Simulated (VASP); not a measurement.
Here is a VASP 6.6.1 calculation.

Contents of INCAR:

```
SYSTEM = SnAs
PREC = Accurate ; ENCUT = 520
EDIFF = 1E-7 ; ISMEAR = 0
SIGMA = 0.02 ; LREAL = .FALSE.
LASPH = .TRUE. ; NELM = 80
ALGO = Fast ; ISIF = 3
LWAVE = .FALSE. ; LCHARG = .FALSE.
GGA = CA ; IBRION = 2
NSW = 80 ; EDIFFG = -0.002
```

The input KPOINTS:

```
Automatic mesh
0
G
  10 10 10
  0 0 0
```

POSCAR

```
SnAs                                    
1.0
   -0.0000000000      2.8377189638      2.8377189638
    2.8377189638     -0.0000000000      2.8377189638
    2.8377189638      2.8377189638      0.0000000000
  Sn              As            
     1     1
Direct
     0.0000000000000000    0.0000000000000000    0.0000000000000000
     0.5000000000000000    0.5000000000000000    0.5000000000000000
```

Potentials or basis: VASP PAW LDA potentials, release 64 (Sn_d, As).

Command:

```bash
$ cat potpaw_LDA.64/Sn_d/POTCAR potpaw_LDA.64/As/POTCAR > POTCAR
$ mpirun -np 1 vasp_std > vasp.out
```

Question: Estimate the space group after relaxing (to 0.05 Å).

Answer: Fm-3m (No. 225).

Question: Estimate the relaxed cell.

Answer: a = 4.013 Å, b = 4.013 Å, c = 4.013 Å, α = 60.00°, β = 60.00°, γ = 60.00°.

Final structure:
```xyz
2
Lattice="0.0000 2.8379 2.8379 2.8379 0.0000 2.8379 2.8379 2.8379 0.0000" Properties=species:S:1:pos:R:3 pbc="T T T"
Sn    0.0000    0.0000    0.0000
As    2.8379    2.8379    2.8379
```
